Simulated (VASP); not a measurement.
Data:

```xyz
2
Lattice="0.0000 3.4447 2.1659 1.2519 0.0000 2.1659 1.2519 3.4447 0.0000" Properties=species:S:1:pos:R:3 pbc="T T T"
B      1.2519     3.4447     0.0003
N      1.2519     3.4447     2.8877
```

The numbers are results of r2SCAN meta-GGA, VASP's PBE PAW potentials (set 64) (plane waves; VASP), not measurements. Numerical set-up: 520 eV cut-off, 14×14×14 Γ-centred mesh, tetrahedra with Blöchl corrections, potentials B N.

**Question.** Estimate the energy per atom (σ→0), band gap (over mesh and band path) with the smallest direct gap where there is one.

**Answer.** 
The band gap (over mesh and band path) comes out as 4.21 eV, the smallest direct gap (over mesh and band path) is 5.31 eV and the energy per atom (σ→0) comes out as -9.648 eV/atom.

The structure comes from a computed database's BN entry (Fmm2); how it stands against other phases isn't given here. It was relaxed first.
